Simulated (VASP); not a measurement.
Level of theory: r2SCAN meta-GGA, VASP's PBE PAW potentials (set 64) (plane waves; VASP).

A VASP calculation is set up with these files.

File KPOINTS:
```
Automatic mesh
0
Gamma
6 6 6
0 0 0
```

### POSCAR
```
Cr3Ge
1.0
  4.5205501761   0.0000000000   0.0000000000
  0.0000000000   4.5205501761   0.0000000000
  0.0000000000   0.0000000000   4.5205501761
Cr Ge
6 2
direct
  0.2500000000   0.0000000000   0.5000000000
  0.7500000000   0.0000000000   0.5000000000
  0.5000000000   0.7500000000   0.0000000000
  0.5000000000   0.2500000000   0.0000000000
  0.0000000000   0.5000000000   0.7500000000
  0.0000000000   0.5000000000   0.2500000000
  0.0000000000   0.0000000000   0.0000000000
  0.5000000000   0.5000000000   0.5000000000
```

### INCAR
```
SYSTEM = Cr3Ge
PREC = Accurate
ENCUT = 400
EDIFF = 1E-6
NELM = 100
ALGO = Normal
LREAL = .FALSE.
LASPH = .TRUE.
ISMEAR = 1
SIGMA = 0.1
METAGGA = R2SCAN
LMIXTAU = .TRUE.
LMAXMIX = 4
LWAVE = .FALSE.
LCHARG = .FALSE.
IBRION = 2
ISIF = 3
NSW = 60
EDIFFG = -0.02
```

POTCAR, in this order: Cr_pv Ge_d (PBE.64 set). Program: vasp_std.

What VASP printed:

OSZICAR:
```
       N       E                     dE             d eps       ncg     rms          rms(c)
DAV:   1     0.122631861638E+04    0.12263E+04   -0.45006E+04  3132   0.325E+03
DAV:   2     0.496120789695E+02   -0.11767E+04   -0.11489E+04  2408   0.814E+02
DAV:   3    -0.130196947749E+03   -0.17981E+03   -0.17039E+03  2596   0.241E+02
DAV:   4    -0.144500024639E+03   -0.14303E+02   -0.13953E+02  3016   0.679E+01
DAV:   5    -0.144967744914E+03   -0.46772E+00   -0.46632E+00  3060   0.130E+01    0.405E+01
DAV:   6    -0.120263863656E+03    0.24704E+02   -0.13013E+02  2544   0.718E+01    0.923E+00
DAV:   7    -0.117058651898E+03    0.32052E+01   -0.10706E+01  2636   0.227E+01    0.370E+00
DAV:   8    -0.117397650661E+03   -0.33900E+00   -0.73747E-01  3100   0.430E+00    0.211E+00
DAV:   9    -0.117232084210E+03    0.16557E+00   -0.40873E-01  2772   0.325E+00    0.114E+00
DAV:  10    -0.117421316190E+03   -0.18923E+00   -0.25774E-01  2556   0.278E+00    0.708E-01
DAV:  11    -0.117436866279E+03   -0.15550E-01   -0.10775E-01  2536   0.206E+00    0.431E-01
DAV:  12    -0.117433616115E+03    0.32502E-02   -0.60284E-02  2548   0.154E+00    0.227E-01
DAV:  13    -0.117448338591E+03   -0.14722E-01   -0.18463E-02  3704   0.565E-01    0.524E-01
DAV:  14    -0.117449071859E+03   -0.73327E-03   -0.85995E-04  2796   0.183E-01    0.986E-01
DAV:  15    -0.117452300266E+03   -0.32284E-02   -0.63745E-03  2528   0.487E-01    0.837E-01
DAV:  16    -0.117452238138E+03    0.62128E-04   -0.19409E-04  3524   0.693E-02    0.735E-01
DAV:  17    -0.117452299227E+03   -0.61089E-04   -0.15126E-05  2804   0.200E-02    0.739E-01
DAV:  18    -0.117452400428E+03   -0.10120E-03   -0.12150E-04  2536   0.654E-02    0.776E-01
DAV:  19    -0.117452441951E+03   -0.41523E-04   -0.31333E-04  3272   0.112E-01    0.507E-01
DAV:  20    -0.117452383097E+03    0.58854E-04   -0.52905E-05  3688   0.447E-02    0.370E-01
DAV:  21    -0.117452342045E+03    0.41052E-04   -0.10142E-05  3568   0.230E-02    0.280E-01
DAV:  22    -0.117452299797E+03    0.42248E-04   -0.26109E-05  2716   0.285E-02    0.145E-01
DAV:  23    -0.117452280601E+03    0.19196E-04   -0.25829E-05  2756   0.258E-02    0.651E-02
DAV:  24    -0.117452272312E+03    0.82887E-05   -0.66939E-06  2616   0.114E-02    0.176E-02
DAV:  25    -0.117452267575E+03    0.47368E-05   -0.59964E-07  1404   0.537E-03    0.314E-03
DAV:  26    -0.117452267646E+03   -0.70368E-07   -0.23391E-07  1384   0.354E-03
   1 F= -.11745227E+03 E0= -.11745114E+03  d E =-.117452E+03
       N       E                     dE             d eps       ncg     rms          rms(c)
DAV:   1    -0.120179852167E+03   -0.27276E+01   -0.58106E+01  2784   0.701E+01    0.130E+01
DAV:   2    -0.117737174460E+03    0.24427E+01   -0.20492E+01  2520   0.264E+01    0.333E+00
DAV:   3    -0.117497601463E+03    0.23957E+00   -0.10272E+00  2656   0.715E+00    0.183E+00
DAV:   4    -0.117412794533E+03    0.84807E-01   -0.36860E-01  3012   0.407E+00    0.659E-01
DAV:   5    -0.117418474320E+03   -0.56798E-02   -0.43515E-02  2968   0.156E+00    0.435E-01
DAV:   6    -0.117411989945E+03    0.64844E-02   -0.13358E-02  3272   0.905E-01    0.195E-01
DAV:   7    -0.117416227099E+03   -0.42372E-02   -0.70344E-03  2516   0.483E-01    0.114E-01
DAV:   8    -0.117416462762E+03   -0.23566E-03   -0.31758E-03  2492   0.344E-01    0.750E-02
DAV:   9    -0.117416705437E+03   -0.24267E-03   -0.52469E-04  2596   0.171E-01    0.207E-02
DAV:  10    -0.117416770960E+03   -0.65523E-04   -0.85315E-05  3440   0.404E-02    0.268E-02
DAV:  11    -0.117416751140E+03    0.19820E-04   -0.69830E-06  2548   0.144E-02    0.431E-02
DAV:  12    -0.117416780236E+03   -0.29095E-04   -0.14921E-05  2516   0.275E-02    0.251E-02
DAV:  13    -0.117416806069E+03   -0.25833E-04   -0.18662E-06  1888   0.913E-03    0.417E-03
DAV:  14    -0.117416799739E+03    0.63302E-05   -0.74758E-07  1352   0.602E-03    0.550E-03
DAV:  15    -0.117416799242E+03    0.49688E-06   -0.20160E-07  1300   0.227E-03
   2 F= -.11741680E+03 E0= -.11741638E+03  d E =0.354684E-01
       N       E                     dE             d eps       ncg     rms          rms(c)
DAV:   1    -0.118540092764E+03   -0.11233E+01   -0.22060E+01  2756   0.411E+01    0.863E+00
DAV:   2    -0.117574967836E+03    0.96512E+00   -0.70891E+00  2484   0.163E+01    0.219E+00
DAV:   3    -0.117500984278E+03    0.73984E-01   -0.27740E-01  2604   0.407E+00    0.118E+00
DAV:   4    -0.117467994536E+03    0.32990E-01   -0.11236E-01  3208   0.207E+00    0.358E-01
DAV:   5    -0.117471569246E+03   -0.35747E-02   -0.12890E-02  2912   0.859E-01    0.272E-01
DAV:   6    -0.117469798152E+03    0.17711E-02   -0.31647E-03  3324   0.470E-01    0.135E-01
DAV:   7    -0.117470992967E+03   -0.11948E-02   -0.24552E-03  2508   0.292E-01    0.900E-02
DAV:   8    -0.117470934717E+03    0.58250E-04   -0.14055E-03  2504   0.243E-01    0.441E-02
DAV:   9    -0.117471075024E+03   -0.14031E-03   -0.20604E-04  2496   0.988E-02    0.117E-02
DAV:  10    -0.117471081549E+03   -0.65258E-05   -0.35909E-05  3436   0.262E-02    0.179E-02
DAV:  11    -0.117471089985E+03   -0.84354E-05   -0.27415E-06  2236   0.834E-03    0.323E-02
DAV:  12    -0.117471086704E+03    0.32805E-05   -0.26054E-06  2028   0.790E-03    0.207E-02
DAV:  13    -0.117471082212E+03    0.44921E-05   -0.29443E-07  1312   0.336E-03    0.130E-02
DAV:  14    -0.117471079875E+03    0.23371E-05   -0.12486E-07  1292   0.237E-03    0.898E-03
DAV:  15    -0.117471078166E+03    0.17086E-05   -0.59871E-08  1280   0.140E-03    0.636E-03
DAV:  16    -0.117471075933E+03    0.22333E-05   -0.48156E-08  1284   0.122E-03    0.269E-03
DAV:  17    -0.117471075192E+03    0.74067E-06   -0.39194E-08  1276   0.103E-03
   3 F= -.11747108E+03 E0= -.11747021E+03  d E =-.188075E-01
```

### OUTCAR
```
------------------------ aborting loop because EDIFF is reached ----------------------------------------
  FORCE on cell =-STRESS in cart. coord.  units (eV):
  Direction    XX          YY          ZZ          XY          YZ          ZX
  --------------------------------------------------------------------------------------
  Total       -0.0310150     -0.0310150     -0.0310150      0.0000000      0.0000000     -0.0000000
  in kB       -0.5294006     -0.5294006     -0.5294006      0.0000000      0.0000000     -0.0000000
  external PRESSURE =      -0.5294006 kB  Pullay stress =       0.0000000 kB
  volume of cell :       93.86
      direct lattice vectors                 reciprocal lattice vectors
     4.544636541  0.000000000  0.000000000     0.220039599 -0.000000000  0.000000000
     0.000000000  4.544636541 -0.000000000    -0.000000000  0.220039599  0.000000000
    -0.000000000 -0.000000000  4.544636541    -0.000000000  0.000000000  0.220039599
 POSITION                                       TOTAL-FORCE (eV/Angst)
 -----------------------------------------------------------------------------------
      1.13616      0.00000      2.27232        -0.000000      0.000000      0.000000
      3.40848      0.00000      2.27232         0.000000      0.000000      0.000000
      2.27232      3.40848     -0.00000        -0.000000     -0.000000      0.000000
      2.27232      1.13616     -0.00000         0.000000     -0.000000      0.000000
     -0.00000      2.27232      3.40848         0.000000     -0.000000      0.000000
      0.00000      2.27232      1.13616        -0.000000     -0.000000     -0.000000
      0.00000      0.00000      0.00000        -0.000000     -0.000000     -0.000000
      2.27232      2.27232      2.27232        -0.000000     -0.000000     -0.000000
 -----------------------------------------------------------------------------------
    total drift:                                0.000000      0.000000      0.000000
  FREE ENERGIE OF THE ION-ELECTRON SYSTEM (eV)
  ---------------------------------------------------
  free  energy   TOTEN  =      -117.4710751925 eV

  energy  without entropy=     -117.4684917954  energy(sigma->0) =     -117.47021406

 reached required accuracy - stopping structural energy minimisation
```
(Selected blocks of OUTCAR.)

CONTCAR:
```
Cr3Ge
   1.00000000000000
     4.5446365405066462    0.0000000000000000    0.0000000000000000
     0.0000000000000000    4.5446365405066462   -0.0000000000000000
    -0.0000000000000000   -0.0000000000000000    4.5446365405066462
  Cr              Ge
     6     2
Direct
     0.2500000000000000    0.0000000000000000    0.5000000000000000
     0.7500000000000000    0.0000000000000000    0.5000000000000000
     0.5000000000000000    0.7500000000000000    0.0000000000000000
     0.5000000000000000    0.2500000000000000    0.0000000000000000
     0.0000000000000000    0.5000000000000000    0.7500000000000000
     0.0000000000000000    0.5000000000000000    0.2500000000000000
     0.0000000000000000    0.0000000000000000    0.0000000000000000
     0.5000000000000000    0.5000000000000000    0.5000000000000000
```

The structure comes from a computed database's Cr3Ge entry (Pm-3n); how it stands against other phases isn't given here. This run relaxes it. Symmetry was kept, so distortions that lower it aren't found. The start is the result of an earlier pass. The run is not spin-polarised, so no magnetic state was tried.
